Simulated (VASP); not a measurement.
Given:

```
CELL_PARAMETERS angstrom
      0.00000     2.36333     2.36333
      2.36333     0.00000     2.36333
      2.36333     2.36333     0.00000
ATOMIC_POSITIONS crystal
  Br 0.00000 0.00000 0.00000
```

Level of theory: PBEsol GGA, VASP's PBE PAW potentials (set 64) (plane waves; VASP). Run with 400 eV cut-off, 9×9×9 Γ-centred mesh, Gaussian smearing of 0.050 eV, potentials Br.

Energy and stress use the plane-wave basis of the starting cell.

Question: The ions, cell shape and volume are relaxed. Predict the relaxed structure.

Answer: 
```
CELL_PARAMETERS angstrom
      0.00000     2.28217     2.28217
      2.28217     0.00000     2.28217
      2.28217     2.28217     0.00000
ATOMIC_POSITIONS crystal
  Br 0.00000 0.00000 0.00000
```
Space group Fm-3m (225), at a tolerance of 0.03 Å.

Question: How do energy and volume change from the first to the last step?

Answer: The energy (σ→0) changes by -30.7 meV/atom and the volume by -10.0 %, in 3 ionic steps.

| step | E(σ→0) (eV) | max force (eV/Å) | pressure (GPa) | volume (Å³) |
|---|---|---|---|---|
| 1 | -1.2515 | 0.000 | -3.30 | 26.40 |
| 2 | -1.2800 | 0.000 | -1.01 | 24.38 |
| 3 | -1.2821 | 0.000 | -0.05 | 23.77 |

The structure was generated: Br was put into the fcc type (Fm-3m), which need not be its known phase. This run relaxes it. Symmetry was kept, so distortions that lower it aren't found.
